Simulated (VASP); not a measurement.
# GW-BSE spectrum of NaCl

Aim: the optical spectrum of NaCl with the electron-hole interaction. The cell is of the rock-salt type, one of the forms listed for this formula, which need not be the common one. The start is a cell from a database of measured crystal structures.

Program: VASP 6.6.1. Level of theory: PBE; plane waves and PAW (Cl_GW, Na_sv_GW), in the first sound run; inputs show where later runs differ. Results are calculated unless marked as measured.

Report form: the programs' logs are mostly left out.

The database entry behind the starting cell differs from later determinations by our own check (an axis about 0.4 % short against later determinations), so it need not match the best structure at ambient conditions.

### Step 1. Starting point

Symmetry: Fm-3m, No. 225, cubic system. Conventional cell: a = 5.620 Å, b = 5.620 Å, c = 5.620 Å, α = 90.00°, β = 90.00°, γ = 90.00°. Cl has 6 Na at 2.81 Å nearest. Na has 6 Cl at 2.81 Å nearest. Farther neighbours and most contacts between anions are not listed.

Coordinates:

```cif
data_structure
_symmetry_space_group_name_H-M 'P 1'
_symmetry_Int_Tables_number 1
_cell_length_a 3.9739
_cell_length_b 3.9739
_cell_length_c 3.9739
_cell_angle_alpha 60.000
_cell_angle_beta 60.000
_cell_angle_gamma 60.000
_cell_volume 44.38
loop_
_atom_site_label
_atom_site_type_symbol
_atom_site_fract_x
_atom_site_fract_y
_atom_site_fract_z
_atom_site_occupancy
Cl1 Cl 0.50000 0.50000 0.50000 1
Na2 Na 0.00000 0.00000 0.00000 1
```

### Step 2. Ground state

The orbitals come from a self-consistent PBE run with a tight EDIFF and a narrow smearing. KPOINTS_OPT adds the bands along a path, which shows whether the mesh holds the band edges.

INCAR

```
SYSTEM = NaCl
PREC = Accurate
ENCUT = 400
EDIFF = 1E-08
NELM = 100
ISMEAR = 0
SIGMA = 0.01
LREAL = .FALSE.
ALGO = Normal
GGA = PE
NBANDS = 14
LORBIT = 11
LWAVE = .TRUE.
LCHARG = .FALSE.
KPAR = 8
```

POSCAR

```
NaCl
1.0
    0.0000000000      2.8100000000      2.8100000000
    2.8100000000      0.0000000000      2.8100000000
    2.8100000000      2.8100000000      0.0000000000
Cl Na
1 1
Direct
    0.5000000000      0.5000000000      0.5000000000
    0.0000000000      0.0000000000      0.0000000000
```

KPOINTS

```
Automatic mesh
0
Gamma
6 6 6
0 0 0
```

KPOINTS_OPT

```
Line mode
12
Line-mode
Reciprocal
  0.00000000   0.00000000   0.00000000 GAMMA
  0.50000000   0.00000000   0.50000000 X

  0.50000000   0.00000000   0.50000000 X
  0.50000000   0.25000000   0.75000000 W

  0.50000000   0.25000000   0.75000000 W
  0.37500000   0.37500000   0.75000000 K

  0.37500000   0.37500000   0.75000000 K
  0.00000000   0.00000000   0.00000000 GAMMA

  0.00000000   0.00000000   0.00000000 GAMMA
  0.50000000   0.50000000   0.50000000 L

  0.50000000   0.50000000   0.50000000 L
  0.62500000   0.25000000   0.62500000 U

  0.62500000   0.25000000   0.62500000 U
  0.50000000   0.25000000   0.75000000 W

  0.50000000   0.25000000   0.75000000 W
  0.50000000   0.50000000   0.50000000 L

  0.50000000   0.50000000   0.50000000 L
  0.37500000   0.37500000   0.75000000 K

  0.62500000   0.25000000   0.62500000 U
  0.50000000   0.00000000   0.50000000 X
```

PAW data sets: Cl_GW and Na_sv_GW (PBE family, release 64).

Launch:

```console
mpirun -np 8 vasp_std
```

It took 10 s on 8 MPI ranks of Intel Xeon Platinum 8559C (Emerald Rapids), shared host; peak memory 1.3 GiB.

This step gave:

| Item | Value |
| --- | --- |
| free energy (TOTEN) | -8.850 eV |
| Fermi energy | -0.7601 eV |
| pressure | 0.07401 GPa |
| least gap on mesh and path | 5.156 eV |
| least direct gap on mesh and path | 5.156 eV |

The highest empty bands on the path are converged less tightly, to about 0.1 eV. The electronic bands at the labelled points (eV, zero at the valence-band top; v1 is the highest filled band, c1 the lowest empty one):

```tsv
point	v3	v2	v1	c1	c2	c3	c4
Γ	0.00	0.00	0.00	5.16	11.05	11.05	11.05
0.45 of the way	-0.96	-0.28	-0.28	6.90	9.28	11.04	12.19
X	-1.69	-0.61	-0.61	7.56	8.04	11.40	14.88
0.45 of the way	-1.58	-0.77	-0.68	7.99	8.45	10.97	12.94
W	-1.21	-1.21	-0.76	8.85	9.70	9.70	11.37
0.55 of the way	-1.38	-1.12	-0.61	8.52	9.12	10.36	12.02
K	-1.43	-1.13	-0.50	8.24	9.04	10.59	12.75
0.45 of the way	-1.33	-0.56	-0.19	7.59	9.64	10.55	11.79
Γ	0.00	0.00	0.00	5.16	11.05	11.05	11.05
0.45 of the way	-0.98	-0.12	-0.12	6.46	10.05	11.36	11.36
L	-1.95	-0.27	-0.27	7.28	10.72	10.92	10.92
0.55 of the way	-1.70	-0.76	-0.37	8.18	9.67	10.38	11.66
U	-1.43	-1.13	-0.50	8.24	9.04	10.59	12.75
0.55 of the way	-1.36	-1.12	-0.65	8.61	9.17	10.27	11.85
W	-1.21	-1.21	-0.76	8.85	9.70	9.70	11.37
0.45 of the way	-1.63	-0.84	-0.45	8.50	9.44	10.20	11.78
L	-1.95	-0.27	-0.27	7.28	10.72	10.92	10.92
0.45 of the way	-1.78	-0.63	-0.35	7.97	9.88	10.50	11.45
K	-1.43	-1.13	-0.50	8.24	9.04	10.59	12.75
jump to U	-1.43	-1.13	-0.50	8.24	9.04	10.59	12.75
0.45 of the way	-1.61	-0.80	-0.57	7.83	8.37	11.11	13.62
X	-1.69	-0.61	-0.61	7.56	8.04	11.40	14.88
```

Of the projections kept (Cl, Na), the largest for each band there, as a share of the weight inside these atoms' spheres; weight between the spheres isn't counted:

```tsv
point	v3	v2	v1	c1	c2	c3	c4
Γ	Cl 0.99	Cl 0.99	Cl 0.99	Cl 0.85	Cl 0.79	Cl 0.79	Cl 0.79
X	Cl 0.95	Cl 0.97	Cl 0.97	Cl 0.70	Cl 0.73	Cl 0.81	Cl 0.50
W	Cl 0.96	Cl 0.96	Cl 0.99	Cl 0.78	Cl 0.83	Cl 0.83	Na 0.52
K	Cl 0.95	Cl 0.98	Cl 0.98	Cl 0.64	Cl 0.85	Cl 0.83	Cl 0.60
Γ	Cl 0.99	Cl 0.99	Cl 0.99	Cl 0.85	Cl 0.79	Cl 0.79	Cl 0.79
L	Cl 0.98	Cl 0.99	Cl 0.99	Cl 0.60	Cl 0.90	Cl 0.58	Cl 0.58
```

The cell has a gap of 5.16 eV on mesh and path.

### Step 3. Empty bands

The next step needs empty bands that the ground-state run didn't converge, so the Hamiltonian is diagonalised exactly for NBANDS bands, in a single step. LOPTICS writes the k-derivatives of the orbitals (WAVEDER), which give the long-wavelength limit of the screening.

INCAR

```
SYSTEM = NaCl
PREC = Accurate
ENCUT = 400
ISMEAR = 0
SIGMA = 0.01
LREAL = .FALSE.
GGA = PE
NBANDS = 104
ALGO = Exact
NELM = 1
LWAVE = .TRUE.
LCHARG = .FALSE.
LOPTICS = .TRUE.
NEDOS = 1000
CSHIFT = 0.1
```

POSCAR is that of step 2.

KPOINTS is that of step 2.

Launch:

```console
mpirun -np 8 vasp_std
```

Elapsed: 8.8 s, on 8 MPI ranks; peak memory 1.2 GiB.

The gap is read on the k-mesh alone, so it is an upper bound where the band edges lie off the mesh, and a coarse mesh can show a gap where there is none.

This step gave:

```
gap on the k-mesh              : 5.156 eV
least direct gap on the k-mesh : 5.156 eV
```

WAVECAR now holds 104 bands for 16 electrons. Its independent-particle dielectric tensor has xx, yy, zz = 2.8, 2.8, 2.8 on this mesh. It isn't tested for convergence in mesh or bands and lacks local fields, and at a small direct gap a coarse mesh makes it too large, which overscreens the GW step.

### Step 4. G0W0

This step: G0W0 on PBE; plane waves and PAW (Cl_GW, Na_sv_GW) (VASP 6.6.1).

G0W0 keeps orbitals and screening fixed and shifts each of the lowest NBANDSGW levels once. LWAVE keeps the quasiparticle levels in WAVECAR, and the W files hold the screened interaction for the next step.

INCAR

```
SYSTEM = NaCl
PREC = Accurate
ENCUT = 400
ISMEAR = 0
SIGMA = 0.01
LREAL = .FALSE.
GGA = PE
NBANDS = 104
ALGO = EVGW0
NELMGW = 1
ENCUTGW = 100
NOMEGA = 48
PRECFOCK = Fast
NBANDSGW = 16
LWAVE = .TRUE.
LCHARG = .FALSE.
```

POSCAR is that of step 3.

KPOINTS is that of step 3.

Launch:

```console
mpirun -np 8 vasp_std
```

Run time: 98 s. Hardware: 8 MPI ranks; peak memory 1.9 GiB; 13 min of CPU time.

This step gave:

| Property | Result |
| --- | --- |
| quasiparticle gap on the mesh | 7.895 eV |
| smallest direct quasiparticle gap on the mesh | 7.895 eV |
| gap of the starting orbitals on the mesh | 5.156 eV |

GW takes the gap from 5.156 to 7.895 eV. The value holds for 104 bands, ENCUTGW = 100 eV and this mesh, and isn't shown to be converged in them.

### Step 5. BSE, Tamm-Dancoff

This step: BSE on G0W0 on PBE; plane waves and PAW (Cl_GW, Na_sv_GW) (VASP 6.6.1).

The Bethe-Salpeter equation adds the screened attraction of electron and hole to the quasiparticle pairs; ANTIRES = 0 leaves out the coupling to antiresonant pairs.

INCAR

```
SYSTEM = NaCl
PREC = Accurate
ENCUT = 400
ISMEAR = 0
SIGMA = 0.01
LREAL = .FALSE.
GGA = PE
NBANDS = 104
ALGO = BSE
NBANDSO = 3
NBANDSV = 4
OMEGAMAX = 25
NEDOS = 1000
CSHIFT = 0.1
PRECFOCK = Fast
LWAVE = .FALSE.
LCHARG = .FALSE.
ENCUTGW = 100
ANTIRES = 0
```

POSCAR is that of step 4.

KPOINTS is that of step 4.

Launch:

```console
mpirun -np 8 vasp_std
```

Elapsed: 20 s, on 8 MPI ranks; peak memory 2.1 GiB.

Numbers from this step:

```
lowest excitation                     : 6.904 eV
direct gap less the lowest excitation : 0.9914 eV
```

The imaginary dielectric function, xx has structure finer than the step of the table below, so its rows give means over 1 eV, whole bins alone (the curve runs from 0 to 25 eV). Peaks (eV: height): 6.9: 6.00, 7.6: 8.51, 8.8: 6.33, 10.3: 4.46, 11.4: 3.87, 12.6: 4.03.

From 3 filled and 4 empty bands alone, without any pair above OMEGAMAX = 25 eV, so strength is missing wherever others contribute; lines are broadened by CSHIFT, which also makes the tail under the first line. The imaginary dielectric function, xx by photon energy; means over each step:

```tsv
photon energy (eV)	imaginary dielectric function, xx
1	0.00333
2	0.00729
3	0.0129
4	0.0227
5	0.0455
6	0.168
7	2.48
8	2.38
9	2.53
10	2.95
11	2.91
12	2.35
13	2.56
14	1.59
15	0.937
16	0.336
17	0.0887
18	0.0252
19	0.0133
20	0.00944
21	0.00712
22	0.00559
23	0.00450
24	0.00371
```

Some of the lowest 40 states alone, with states under 2.5 meV apart joined, scaled to the strongest line shown. Exciton lines, with heights relative to the strongest:

```tsv
position (eV)	lines merged	oscillator strength
6.904	3	72
7.570	3	100
7.945	3	0.0
7.966	2	0.0
8.050	3	0.0
8.078	3	0.0
8.081	2	0.0
8.362	3	19
8.409	3	0.0
8.466	3	0.0
8.479	3	0.0
8.572	1	0.0
8.646	3	1.9
8.688	1	0.0
8.692	3	0.0
```

The lowest excitation lies at 6.904 eV, -991 meV against the direct gap of these orbitals. No second mesh in this session tests these energies, peaks and heights.

### Step 6. Independent quasiparticles

This step: BSE on G0W0 on PBE, independent quasiparticles; plane waves and PAW (Cl_GW, Na_sv_GW) (VASP 6.6.1).

With LADDER and LHARTREE off the pairs don't interact at all, so the lowest line must equal the direct gap.

INCAR: that of step 5 with these lines changed.

```diff
@@ -19 +19,3 @@
 ANTIRES = 0
+LADDER = .FALSE.
+LHARTREE = .FALSE.
```

POSCAR is that of step 5.

KPOINTS is that of step 5.

Launch:

```console
mpirun -np 8 vasp_std
```

It took 5.4 s on 8 MPI ranks; peak memory 1.9 GiB.

Numbers from this step:

```yaml
lowest_excitation: 7.895 eV
```

The imaginary dielectric function, xx has structure finer than the step of the table below, so its rows give means over 0.5 eV, whole bins alone (the curve runs from 0 to 25 eV). Peaks (eV: height): 10.64: 3.28, 11.14: 4.67, 11.96: 3.89, 12.46: 5.71, 14.14: 4.55, 14.59: 4.35, 15.47: 3.82.

From 3 filled and 4 empty bands alone, without any pair above OMEGAMAX = 25 eV, so strength is missing wherever others contribute; lines are broadened by CSHIFT, which also makes the tail under the first line. Imaginary dielectric function, xx against photon energy; means over each step:

```tsv
photon energy (eV)	imaginary dielectric function, xx
0.5	7.3e-4
1.0	0.00151
1.5	0.00231
2.0	0.00316
2.5	0.00412
3.0	0.00516
3.5	0.00636
4.0	0.00778
4.5	0.00950
5.0	0.0116
5.5	0.0144
6.0	0.0183
6.5	0.0241
7.0	0.0348
7.5	0.0833
8.0	0.273
8.5	0.294
9.0	1.09
9.5	0.731
10.0	1.63
10.5	2.25
11.0	3.02
11.5	3.44
12.0	3.02
12.5	4.47
13.0	3.14
13.5	3.48
14.0	4.19
14.5	3.45
15.0	2.33
15.5	2.72
16.0	1.12
16.5	0.701
17.0	0.666
17.5	0.344
18.0	0.0914
18.5	0.0547
19.0	0.0293
19.5	0.0222
20.0	0.0177
20.5	0.0147
21.0	0.0124
21.5	0.0106
22.0	0.00919
22.5	0.00804
23.0	0.00711
23.5	0.00634
24.0	0.00569
24.5	0.00511
```

The lowest excitation lies at 7.895 eV, +991 meV against the Tamm-Dancoff singlet. No second mesh in this session tests these energies, peaks and heights.

### Step 7. Summary

This step: BSE on G0W0 on PBE; plane waves and PAW (VASP 6.6.1).

This step runs nothing: it gathers the runs above.

Cost is wall time times ranks on a shared host, for this step alone, without the steps before it. Excitations by level:

```tsv
level	first excitation (eV)	cost (core minutes)
BSE, Tamm-Dancoff	6.904	2.67
independent quasiparticles	7.895	0.72
```

### Step 8. Results

* BSE, Tamm-Dancoff: lowest vertical excitation 6.904 eV; direct gap 7.895 eV
* independent quasiparticles: lowest vertical excitation 7.895 eV; direct gap 7.895 eV

The Bethe-Salpeter equation puts the lowest vertical singlet excitation at 6.904 eV, 0.99 eV below the direct gap of 7.895 eV; the states within 10 meV of it carry 72 % of the strength of the strongest such group among the lowest 40 states. Attraction and local fields together move the centre of weight of eps2 xx over the computed range by -2.30 eV against the run of independent quasiparticles. The spectra were run on one mesh, so the distance from the gap isn't shown to be converged; coarse meshes tend to overstate it. Bands, response cutoff and mesh of the GW step weren't tested in this session. Only the bands set by NBANDSO and NBANDSV form pairs, and any pair above OMEGAMAX = 25 eV is dropped, so the spectrum is that of this window; the window can cut degenerate bands. Not tabulated here, as repeats of values shown or as unfit to read for their mesh, reference level or band range: eps2 curves (empty bands); eps1 curves and static values (BSE, empty bands, independent quasiparticles); line lists of runs without attraction (independent quasiparticles).

[Lines on the potential files, build, host, timing and source positions are cut from VASP's logs without a mark.]

[Logs are printed without paths, hosts, clocks, repeated set-up lines and the standing remarks that a program may print on its own settings, such as how far it seeks lower states.]

[Hosts, paths, dates, database ids (printed as entryN), source tags and the programs' standing remarks are cut or masked in the printed files.]

[Pressures printed for these runs are not shown converged in the cutoff: they can be off by several GPa and have the wrong sign.]

[In band tables of VASP the shares of atoms and orbitals are scaled to a sum of 1 inside the atoms' spheres.]
